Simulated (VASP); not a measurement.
Input:

```
CELL_PARAMETERS angstrom
      0.00000     2.52154     2.52154
      2.52154     0.00000     2.52154
      2.52154     2.52154     0.00000
ATOMIC_POSITIONS crystal
  Gd 0.00000 0.00000 0.00000
  N  0.50000 0.50000 0.50000
```

Computed with SCAN meta-GGA, VASP's PBE PAW potentials (set 64) (plane waves; VASP 6.6.1). Numerical set-up: 520 eV cut-off, 9×9×9 Γ-centred mesh, Gaussian smearing of 0.050 eV, potentials Gd_3 N.

The 4f electrons are frozen in the core of the lanthanide potential, so 4f levels, which can set the real gap, and their magnetism are missing.

### Question
Give the stress tensor in GPa (positive for a compressed cell).

### Answer

```
-8.81   0.00   0.00
 0.00  -8.81   0.00
 0.00   0.00  -8.81
```
The pressure is its mean diagonal, -8.81 GPa.

The compound is GdN in the rock salt structure. This cell is one point of a volume scan, at 1.06 of the reference volume.
